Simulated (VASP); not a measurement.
Data:

```yaml
crystal:
  lattice:
    - [0.00000, 1.99102, 1.99102]
    - [1.99102, 0.00000, 1.99102]
    - [1.99102, 1.99102, 0.00000]
  atoms:
    - { symbol: Li, position: [0.00000, 0.00000, 0.00000] }
    - { symbol: F, position: [0.50000, 0.50000, 0.50000] }
```

Level of theory: LDA (Ceperley-Alder, Perdew-Zunger), VASP's LDA PAW potentials (set 64) (plane waves; VASP). Numerical set-up: 520 eV cut-off, 12×12×12 Γ-centred mesh, Gaussian smearing of 0.050 eV, potentials Li_sv F.

**Question.** Give the stress tensor in GPa (positive for a compressed cell).

**Answer.** 
```
-4.55   0.00   0.00
 0.00  -4.55   0.00
 0.00   0.00  -4.55
```
The pressure is its mean diagonal, -4.55 GPa.

The compound is LiF in the rock salt structure. This cell is one point of a volume scan, at 1.06 of the reference volume.
